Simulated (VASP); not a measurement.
An input for Ansatz (written as the equivalent of a VASP run, and not itself run):

Ansatz 0.2 input:
```yaml
crystal:
  lattice:
    - [3.9962738, 0.0000000, 0.0000000]
    - [0.0000000, 3.9962738, 0.0000000]
    - [0.0000000, 0.0000000, 3.9962738]
  atoms:
    - { symbol: Si, position: [0.0000000, 0.0000000, 0.0000000] }
    - { symbol: Nb, position: [0.0000000, 0.5000000, 0.5000000] }
    - { symbol: Nb, position: [0.5000000, 0.0000000, 0.5000000] }
    - { symbol: Nb, position: [0.5000000, 0.5000000, 0.0000000] }
kpoints:
  mp_grid: { grid: [9, 9, 9] }
hamiltonian:
  xc: lda
  pseudopotentials: { kind: paw }
scf:
  occupations: { method: tetrahedron }
  max_iter: 100
output: { forces: true, stress: true, eigenvalues: true }
```

Task: Translate this input to VASP (INCAR, KPOINTS, POSCAR, choice of POTCAR).

Result: This is not unique; one that fits is 
File KPOINTS:
```
Automatic mesh
0
Gamma
9 9 9
0 0 0
```

**POSCAR**
```
Nb3Si
3.9962740
  0.9999999385   0.0000000000   0.0000000000
  0.0000000000   0.9999999385   0.0000000000
  0.0000000000   0.0000000000   0.9999999385
Si Nb
1 3
Cart
  0.0000000000   0.0000000000   0.0000000000
  0.0000000000   0.4999999692   0.4999999692
  0.4999999692   0.0000000000   0.4999999692
  0.4999999692   0.4999999692   0.0000000000
```

### INCAR
```
ALGO = Normal
EDIFF = 1E-7
ENCUT = 400
ISIF = 2
ISMEAR = -5
LASPH = .TRUE.
LCHARG = .TRUE.
LEFG = .TRUE.
LMAXMIX = 4
LORBIT = 11
LREAL = .FALSE.
LWAVE = .FALSE.
NEDOS = 601
NELM = 100
PREC = Accurate
SYSTEM = Nb3Si
```

POTCAR, in this order: Si Nb_sv (LDA.64 set). Program: vasp_std.

The two are equivalent in intent, not identical: each code has its own PAW files, so the cut-off isn't converted (ENCUT is set for VASP's; basis.ecutwfc is left out, and Ansatz then takes the one that its files recommend); Ansatz stops its SCF on the density residual and VASP on the energy change (EDIFF); Ansatz's lda is the Perdew-Wang form, while the LDA potentials of VASP carry Perdew-Zunger's; the field gradients of LEFG aren't asked of the other code.

The structure comes from a measured Nb3Si entry (Pm-3m) of the Crystallography Open Database, whose conditions weren't checked. It was relaxed first, which changed the volume by -15 %.
